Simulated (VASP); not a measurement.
A VASP calculation is set up with these files.

**KPOINTS**
```
Automatic mesh
0
Gamma
8 8 8
0 0 0
```

INCAR:
```
LCHARG  =  .FALSE.
ALGO  =  Normal
LASPH  =  .TRUE.
ISIF  =  2   # forces and stress, cell fixed
ISMEAR  =  0   # Gaussian
LWAVE  =  .FALSE.
NELM  =  100   # most electronic steps
EDIFF  =  1E-7
LMIXTAU  =  .TRUE.
SIGMA  =  0.05   # width (eV)
METAGGA  =  R2SCAN
SYSTEM  =  MgSe
ENCUT  =  480   # plane-wave cut-off (eV)
LREAL  =  .FALSE.   # projection in real space or not
PREC  =  Accurate
LMAXMIX  =  4
```

File POSCAR:
```
MgSe
1
    0.0000000000     2.6231099896     2.6231099896
    2.6231099896     0.0000000000     2.6231099896
    2.6231099896     2.6231099896     0.0000000000
Mg Se
1 1
Direct
  1.0000000000   1.0000000000   0.0000000000
  0.5000000000   0.5000000000   0.5000000000
```

POTCAR, in this order: Mg Se (PBE.64 set). Program: vasp_std.

Q: Translate this r2SCAN calculation to Ansatz.

A: One equivalent input (not run):
Ansatz 0.2 input:
```yaml
crystal:
  lattice:
    - [0.0000000, 2.6231100, 2.6231100]
    - [2.6231100, 0.0000000, 2.6231100]
    - [2.6231100, 2.6231100, 0.0000000]
  atoms:
    - { symbol: Mg, position: [1.0000000, 1.0000000, 0.0000000] }
    - { symbol: Se, position: [0.5000000, 0.5000000, 0.5000000] }
kpoints:
  mp_grid: { grid: [8, 8, 8] }
hamiltonian:
  xc: r2scan
  pseudopotentials: { kind: paw }
scf:
  occupations: { method: gaussian, width: 0.05 }
  max_iter: 100
output: { forces: true, stress: true, eigenvalues: true }
```
Limits of the translation: each code has its own PAW files, so the cut-off isn't converted (ENCUT is set for VASP's; basis.ecutwfc is left out, and Ansatz then takes the one that its files recommend); Ansatz stops its SCF on the density residual and VASP on the energy change (EDIFF).

The compound is MgSe in the rock salt structure. This cell was strained or had an atom moved on purpose.
